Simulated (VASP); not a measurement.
# P: how numerical settings change the zone-centre modes

How far do the zone-centre frequencies of P depend on the numerical settings? The starting structure is a measured crystal structure from the Crystallography Open Database.

Calculated with VASP 6.6.1; Kohn-Sham DFT with plane waves and PAW; LDA.

### 1. The starting structure

The structure is orthorhombic, space group Cmce (No. 64). The conventional cell has a = 3.316 Å, b = 10.484 Å, c = 4.379 Å, α = 90.00°, β = 90.00°, γ = 90.00°. Nearest to P lie 3 P at 2.22 to 2.24 Å.

Structure file:

```cif
data_structure
_symmetry_space_group_name_H-M 'Cmce'
_symmetry_Int_Tables_number 64
_cell_length_a 3.3164
_cell_length_b 10.4840
_cell_length_c 4.3793
_cell_angle_alpha 90.000
_cell_angle_beta 90.000
_cell_angle_gamma 90.000
_cell_volume 152.26
loop_
_atom_site_label
_atom_site_type_symbol
_atom_site_symmetry_multiplicity
_atom_site_Wyckoff_symbol
_atom_site_fract_x
_atom_site_fract_y
_atom_site_fract_z
_atom_site_occupancy
P1 P 8 f 0.00000 0.60162 0.41932 1
```

### 2. Reference modes

The cell comes from a relaxation at this level, not shown (69.39 Å³).

The input, INCAR:

```
SYSTEM = P
PREC = Accurate
ENCUT = 450
EDIFF = 1E-08
NELM = 100
ISMEAR = 0
SIGMA = 0.05
LREAL = .FALSE.
ALGO = Normal
GGA = CA
NBANDS = 16
LORBIT = 11
LWAVE = .FALSE.
LCHARG = .FALSE.
KPAR = 8
IBRION = 8
ISIF = 2
```

The input, POSCAR:

```
P
1.0
    1.6525692286     -5.0835773120      0.0000000000
    1.6525692286      5.0835773120      0.0000000000
    0.0000000000      0.0000000000      4.1301415726
P
4
Direct
    0.3937304081      0.6062695919      0.4284824036
    0.1062695919      0.8937304081      0.9284824036
    0.6062695919      0.3937304081      0.5715175964
    0.8937304081      0.1062695919      0.0715175964
```

The input, KPOINTS:

```
Automatic mesh
0
Gamma
10 10 8
0 0 0
```

The projector-augmented-wave data sets are P (LDA family, release 64).

The run is started by

```sh
$ mpirun -np 8 vasp_std
```

The program printed:

```text
[banner, memory and clock lines left out]
running    8 mpi-ranks, on    1 nodes
 distrk:  each k-point on    1 cores,    8 groups
 distr:  one band on    1 cores,    1 groups

 POSCAR found type information on POSCAR P
 POSCAR found :  1 types and       4 ions
|                                                                             |
|           W    W    AA    RRRRR   N    N  II  N    N   GGGG   !!!           |
|           W    W   A  A   R    R  NN   N  II  NN   N  G    G  !!!           |
|           W    W  A    A  R    R  N N  N  II  N N  N  G       !!!           |
|           W WW W  AAAAAA  RRRRR   N  N N  II  N  N N  G  GGG   !            |
|           WW  WW  A    A  R   R   N   NN  II  N   NN  G    G                |
|           W    W  A    A  R    R  N    N  II  N    N   GGGG   !!!           |
|                                                                             |
|     For optimal performance we recommend to set                             |
|       NCORE = 2 up to number-of-cores-per-socket                            |
|     NCORE specifies how many cores store one orbital (NPAR=cpu/NCORE).      |
|     This setting can greatly improve the performance of VASP for DFT.       |
|     The default, NCORE=1 might be grossly inefficient on modern             |
|     multi-core architectures or massively parallel machines. Do your        |
|     Unfortunately you need to use the default for GW and RPA                |
|     calculations (for HF NCORE is supported but not extensively tested      |
|     yet).                                                                   |
|                                                                             |

 LDA part: xc-table for (Slater(with rela. corr.)+CA(PZ))
 , standard interpolation
 POSCAR, INCAR and KPOINTS ok, starting setup
 FFT: planning ... GRIDC
 FFT: planning ... GRID_SOFT
 FFT: planning ... GRID
 WAVECAR not read
 entering main loop
       N       E                     dE             d eps       ncg     rms          rms(c)
DAV:   1     0.496448429928E+02    0.49645E+02   -0.78536E+03  4960   0.955E+02
DAV:   2    -0.214373352980E+02   -0.71082E+02   -0.68936E+02  6816   0.154E+02
DAV:   3    -0.243228168191E+02   -0.28855E+01   -0.28727E+01  6872   0.334E+01
DAV:   4    -0.243496987588E+02   -0.26882E-01   -0.26875E-01  6152   0.390E+00
DAV:   5    -0.243501740978E+02   -0.47534E-03   -0.47519E-03  6960   0.471E-01    0.108E+01
DAV:   6    -0.241856843925E+02    0.16449E+00   -0.89489E-02  5872   0.167E+00    0.629E+00
DAV:   7    -0.241164009311E+02    0.69283E-01   -0.13950E-01  6384   0.208E+00    0.345E-01
DAV:   8    -0.241153761979E+02    0.10247E-02   -0.13653E-02  5816   0.748E-01    0.179E-01
DAV:   9    -0.241153792745E+02   -0.30766E-05   -0.63952E-04  6624   0.160E-01    0.844E-02
DAV:  10    -0.241153637400E+02    0.15535E-04   -0.10266E-04  6248   0.552E-02    0.367E-02
DAV:  11    -0.241153632417E+02    0.49822E-06   -0.98661E-06  6136   0.215E-02    0.101E-02
DAV:  12    -0.241153632542E+02   -0.12491E-07   -0.55392E-07  6440   0.464E-03    0.331E-03
DAV:  13    -0.241153632446E+02    0.96068E-08   -0.77794E-08  6120   0.174E-03
   1 F= -.24115363E+02 E0= -.24115204E+02  d E =-.318123E-03
 Linear response reoptimize wavefunctions to high precision
DAV:   1    -0.241153632448E+02   -0.14597E-09   -0.15185E-08  6552   0.698E-04
DAV:   2    -0.241153632449E+02   -0.97316E-10   -0.94446E-10  3424   0.199E-04
 Linear response DOF=           3
 Linear response progress:
  Degree of freedom:   1/  3
       N       E                     dE             d eps       ncg     rms          rms(c)
RMM:   1    -0.476238115713E-01   -0.47624E-01    0.86412E-03 32370   0.142E+00
RMM:   2    -0.436357255893E-01    0.39881E-02   -0.28192E-03 20657   0.321E-01    0.142E-01
RMM:   3    -0.437347928476E-01   -0.99067E-04   -0.22811E-04 21583   0.653E-02    0.776E-02
RMM:   4    -0.439321021622E-01   -0.19731E-03   -0.12666E-04 21018   0.457E-02    0.129E-02
RMM:   5    -0.438923868718E-01    0.39715E-04   -0.66334E-06 22073   0.123E-02    0.346E-03
RMM:   6    -0.438943706618E-01   -0.19838E-05   -0.65862E-07 22424   0.182E-03    0.239E-03
RMM:   7    -0.438994763385E-01   -0.51057E-05   -0.43341E-07 22163   0.103E-03    0.215E-04
RMM:   8    -0.438980309073E-01    0.14454E-05   -0.21147E-08 22986   0.279E-04    0.136E-04
RMM:   9    -0.438978542864E-01    0.17662E-06   -0.94560E-08 23452   0.843E-05    0.153E-05
RMM:  10    -0.438978509513E-01    0.33351E-08   -0.76459E-08 23349   0.242E-05    0.112E-05
 first order change of Fermi-energy   0.12013E-07
 force on displaced ion       1 direction 1 : -10.885   0.002  -0.001
 Linear response progress:
  Degree of freedom:   2/  3
       N       E                     dE             d eps       ncg     rms          rms(c)
RMM:   1    -0.607129991766E-01   -0.60713E-01    0.30929E-03 17938   0.147E+00
RMM:   2    -0.553477769334E-01    0.53652E-02   -0.30692E-03 11680   0.346E-01    0.153E-01
RMM:   3    -0.553325468403E-01    0.15230E-04   -0.30110E-04 12212   0.790E-02    0.861E-02
RMM:   4    -0.553962840723E-01   -0.63737E-04   -0.83581E-05 12291   0.356E-02    0.282E-02
RMM:   5    -0.554211742868E-01   -0.24890E-04   -0.12736E-05 12210   0.117E-02    0.459E-03
RMM:   6    -0.554218132824E-01   -0.63900E-06    0.16951E-07 12517   0.261E-03    0.183E-03
RMM:   7    -0.554223315597E-01   -0.51828E-06    0.71365E-07 12675   0.946E-04    0.343E-04
RMM:   8    -0.554229765078E-01   -0.64495E-06   -0.81372E-08 12909   0.250E-04    0.117E-04
RMM:   9    -0.554230274411E-01   -0.50933E-07   -0.12701E-07 13258   0.713E-05    0.275E-05
RMM:  10    -0.554229450338E-01    0.82407E-07    0.31434E-08 13033   0.238E-05    0.740E-06
RMM:  11    -0.554229747080E-01   -0.29674E-07   -0.31260E-08 13431   0.105E-05    0.165E-06
RMM:  12    -0.554229675948E-01    0.71132E-08   -0.19251E-08 12152   0.648E-06    0.494E-07
 first order change of Fermi-energy  -0.22628E+00
 force on displaced ion       1 direction 2 :   0.000  -8.624   0.466
 Linear response progress:
  Degree of freedom:   3/  3
       N       E                     dE             d eps       ncg     rms          rms(c)
RMM:   1    -0.571749856708E-01   -0.57175E-01   -0.25589E-04 18894   0.150E+00
RMM:   2    -0.501070943856E-01    0.70679E-02   -0.35741E-03 11573   0.377E-01    0.160E-01
RMM:   3    -0.500529137602E-01    0.54181E-04   -0.93275E-05 12186   0.721E-02    0.885E-02
RMM:   4    -0.500843948239E-01   -0.31481E-04    0.36924E-05 12138   0.351E-02    0.224E-02
RMM:   5    -0.501044336737E-01   -0.20039E-04    0.19832E-05 12428   0.920E-03    0.383E-03
RMM:   6    -0.501049662283E-01   -0.53255E-06   -0.31080E-06 12458   0.248E-03    0.148E-03
RMM:   7    -0.501062009008E-01   -0.12347E-05   -0.19378E-06 12939   0.848E-04    0.394E-04
RMM:   8    -0.501065459383E-01   -0.34504E-06    0.46770E-07 12698   0.285E-04    0.927E-05
RMM:   9    -0.501063994625E-01    0.14648E-06   -0.83991E-08 13024   0.772E-05    0.366E-05
RMM:  10    -0.501064015256E-01   -0.20631E-08   -0.59362E-08 13044   0.254E-05    0.594E-06
 first order change of Fermi-energy  -0.10728E+01
 force on displaced ion       1 direction 3 :   0.000   0.479 -12.684
 Linear response finished
```

Elapsed: 4.8 min, on 8 MPI ranks of Intel Xeon Platinum 8259CL at 2.50GHz (Skylake/Cascade Lake), shared host; peak memory 5.7 GiB.

Lines that name or quote the potential files are left out of all logs, and their timing lines are given in words.

Parts of OUTCAR (step 2):

```text
ion  position               nearest neighbor table
   1  0.394  0.606  0.428-   4 2.21   4 2.21   3 2.24
   2  0.106  0.894  0.928-   3 2.21   3 2.21   4 2.24
   3  0.606  0.394  0.572-   2 2.21   2 2.21   1 2.24
   4  0.894  0.106  0.072-   1 2.21   1 2.21   2 2.24

  LATTYP: Found a base centered orthorhombic cell.
 ALAT       =     3.3051384572
 B/A-ratio  =     3.0761660232
 C/A-ratio  =     1.2496122707

 Subroutine GETGRP returns: Found  8 space group operations
 (whereof  4 operations were pure point group operations)

The static configuration has the point symmetry C_2h.
 The point group associated with its full space group is D_2h.

 Found    155 irreducible k-points:

   k-points           NKPTS =    155   k-points in BZ     NKDIM =    155   number of bands    NBANDS=     16

   dimension x,y,z NGX =    40 NGY =   40 NGZ =   30
   dimension x,y,z NGXF=    80 NGYF=   80 NGZF=   60

   ENCUT  =  450.0 eV  33.07 Ry    5.75 a.u.   9.25  9.25  7.14*2*pi/ulx,y,z

   NELECT =      20.0000    total number of electrons

 k-points in reciprocal lattice and weights: Automatic mesh
   0.00000000  0.00000000  0.00000000       0.001
   0.10000000  0.00000000  0.00000000       0.005
   0.20000000  0.00000000  0.00000000       0.005
   0.30000000  0.00000000  0.00000000       0.005
   0.40000000 -0.00000000  0.00000000       0.005
   0.50000000  0.00000000  0.00000000       0.003
   0.10000000  0.10000000  0.00000000       0.003
   0.20000000  0.10000000  0.00000000       0.005
   0.30000000  0.10000000  0.00000000       0.005
[...]
-0.40000000  0.40000000  0.50000000       0.003
   0.50000000  0.50000000  0.50000000       0.001

 average (electrostatic) potential at core
       1 -82.9980       2 -82.9980       3 -82.9980       4 -82.9980

  Total        0.0054029     -0.0001907     -0.0029428      0.0000000      0.0000000      0.0000000
  in kB        0.1247422     -0.0044032     -0.0679423      0.0000000      0.0000000      0.0000000
  external PRESSURE =       0.0174656 kB  Pullay stress =       0.0000000 kB

  energy-cutoff  :      450.00
  volume of cell :       69.39
      direct lattice vectors                 reciprocal lattice vectors
     1.652569229 -5.083577312  0.000000000     0.302559186 -0.098355935  0.000000000
     1.652569229  5.083577312  0.000000000     0.302559186  0.098355935  0.000000000
     0.000000000  0.000000000  4.130141573     0.000000000  0.000000000  0.242122451

 POSITION                                       TOTAL-FORCE (eV/Angst)
 -----------------------------------------------------------------------------------
      1.65257      1.08046      1.76969         0.000000      0.001165      0.000181
      1.65257      4.00312      3.83476         0.000000     -0.001165      0.000181
      1.65257     -1.08046      2.36045         0.000000     -0.001165     -0.000181
      1.65257     -4.00312      0.29538         0.000000      0.001165     -0.000181
 -----------------------------------------------------------------------------------
    total drift:                                0.000000      0.000000     -0.000000

 Eigenvectors and eigenvalues of the dynamical matrix
 ----------------------------------------------------

   1 f  =   13.778074 THz    86.570190 2PiTHz  459.587066 cm-1    56.981508 meV
             X         Y         Z           dx          dy          dz
      1.652569  1.080459  1.769693    -0.000000   -0.000605   -0.500000
      1.652569  4.003118  3.834764    -0.000000   -0.000605    0.500000
      1.652569 -1.080459  2.360449     0.000000   -0.000605   -0.500000
      1.652569 -4.003118  0.295378     0.000000   -0.000605    0.500000

   2 f  =   13.292090 THz    83.516662 2PiTHz  443.376385 cm-1    54.971641 meV
             X         Y         Z           dx          dy          dz
      1.652569  1.080459  1.769693    -0.000000   -0.181468    0.465907
      1.652569  4.003118  3.834764    -0.000000    0.181468    0.465907
      1.652569 -1.080459  2.360449     0.000000    0.181468   -0.465907
      1.652569 -4.003118  0.295378     0.000000   -0.181468   -0.465907

   3 f  =   12.648377 THz    79.472096 2PiTHz  421.904438 cm-1    52.309460 meV
             X         Y         Z           dx          dy          dz
      1.652569  1.080459  1.769693    -0.500000    0.000000    0.000000
      1.652569  4.003118  3.834764    -0.500000    0.000000   -0.000000
      1.652569 -1.080459  2.360449     0.500000   -0.000000    0.000000
      1.652569 -4.003118  0.295378     0.500000   -0.000000   -0.000000

   4 f  =   12.443128 THz    78.182481 2PiTHz  415.058084 cm-1    51.460621 meV
             X         Y         Z           dx          dy          dz
      1.652569  1.080459  1.769693     0.500000    0.000000    0.000000
      1.652569  4.003118  3.834764    -0.500000    0.000000   -0.000000
      1.652569 -1.080459  2.360449     0.500000   -0.000000   -0.000000
      1.652569 -4.003118  0.295378    -0.500000   -0.000000    0.000000

   5 f  =   11.876126 THz    74.619902 2PiTHz  396.144932 cm-1    49.115690 meV
             X         Y         Z           dx          dy          dz
      1.652569  1.080459  1.769693     0.000000   -0.499052   -0.030773
      1.652569  4.003118  3.834764    -0.000000   -0.499052    0.030773
      1.652569 -1.080459  2.360449     0.000000    0.499052    0.030773
      1.652569 -4.003118  0.295378    -0.000000    0.499052   -0.030773

   6 f  =   10.678533 THz    67.095199 2PiTHz  356.197503 cm-1    44.162842 meV
             X         Y         Z           dx          dy          dz
      1.652569  1.080459  1.769693    -0.000000   -0.465907   -0.181468
      1.652569  4.003118  3.834764    -0.000000    0.465907   -0.181468
      1.652569 -1.080459  2.360449     0.000000    0.465907    0.181468
      1.652569 -4.003118  0.295378     0.000000   -0.465907    0.181468

   7 f  =    6.458181 THz    40.577946 2PiTHz  215.421721 cm-1    26.708877 meV
             X         Y         Z           dx          dy          dz
      1.652569  1.080459  1.769693    -0.000000   -0.030773    0.499052
      1.652569  4.003118  3.834764     0.000000   -0.030773   -0.499052
      1.652569 -1.080459  2.360449     0.000000    0.030773   -0.499052
      1.652569 -4.003118  0.295378    -0.000000    0.030773    0.499052

   8 f  =    5.359718 THz    33.676104 2PiTHz  178.780962 cm-1    22.166004 meV
             X         Y         Z           dx          dy          dz
      1.652569  1.080459  1.769693    -0.500000    0.000000   -0.000000
      1.652569  4.003118  3.834764     0.500000    0.000000    0.000000
      1.652569 -1.080459  2.360449     0.500000   -0.000000   -0.000000
      1.652569 -4.003118  0.295378    -0.500000    0.000000   -0.000000

   9 f  =    3.039484 THz    19.097642 2PiTHz  101.386280 cm-1    12.570291 meV
             X         Y         Z           dx          dy          dz
      1.652569  1.080459  1.769693     0.000000   -0.499988    0.003509
      1.652569  4.003118  3.834764    -0.000000    0.499988    0.003509
      1.652569 -1.080459  2.360449    -0.000000   -0.499988    0.003509
      1.652569 -4.003118  0.295378     0.000000    0.499988    0.003509

  10 f  =    0.000000 THz     0.000002 2PiTHz    0.000009 cm-1     0.000001 meV
             X         Y         Z           dx          dy          dz
      1.652569  1.080459  1.769693     0.500000    0.000000    0.000000
      1.652569  4.003118  3.834764     0.500000    0.000000    0.000000
      1.652569 -1.080459  2.360449     0.500000    0.000000    0.000000
      1.652569 -4.003118  0.295378     0.500000    0.000000    0.000000

  11 f/i=    0.016678 THz     0.104788 2PiTHz    0.556303 cm-1     0.068973 meV
             X         Y         Z           dx          dy          dz
      1.652569  1.080459  1.769693    -0.000000    0.500000   -0.000605
      1.652569  4.003118  3.834764    -0.000000    0.500000    0.000605
      1.652569 -1.080459  2.360449    -0.000000    0.500000   -0.000605
      1.652569 -4.003118  0.295378    -0.000000    0.500000    0.000605

  12 f/i=    0.021334 THz     0.134044 2PiTHz    0.711616 cm-1     0.088229 meV
             X         Y         Z           dx          dy          dz
      1.652569  1.080459  1.769693    -0.000000    0.003509    0.499988
      1.652569  4.003118  3.834764    -0.000000   -0.003509    0.499988
      1.652569 -1.080459  2.360449    -0.000000    0.003509    0.499988
      1.652569 -4.003118  0.295378    -0.000000   -0.003509    0.499988

 ELASTIC MODULI CONTR FROM IONIC RELAXATION (kBar)
 Direction    XX          YY          ZZ          XY          YZ          ZX
 --------------------------------------------------------------------------------
 XX        -139.6261   -215.1229   -347.6785      0.0000     -0.0000     -0.0000
 YY        -215.1229  -1272.3446   -270.6779      0.0000      0.0000     -0.0000
 ZZ        -347.6785   -270.6779   -940.3744      0.0000     -0.0000     -0.0000
 XY           0.0000      0.0000      0.0000   -399.6917     -0.0000      0.0000
 YZ          -0.0000      0.0000     -0.0000     -0.0000   -472.1093      0.0000
 ZX          -0.0000     -0.0000     -0.0000      0.0000      0.0000   -559.0003
 --------------------------------------------------------------------------------
```

Energies printed during the response cycles are not total energies of the cell.

Reference: the zone-centre modes are at the top B2u 459.6, Ag (2) 443.4, B2g 421.9, Au 415.1 cm⁻¹, at the bottom Ag (1) 356.2, B3g (1) 215.4, B1g 178.8, B1u 101.4 cm⁻¹, with 1 more of the listed ones between.

(Part 1 of 2 ends here.)

[Lines on the potential files, build, host, timing and source positions are cut from VASP's logs without a mark.]

[Logs are printed without paths, hosts, clocks, repeated set-up lines and the standing remarks that a program may print on its own settings, such as how far it seeks lower states.]

[Hosts, paths, dates, database ids (printed as entryN), source tags and the programs' standing remarks are cut or masked in the printed files.]
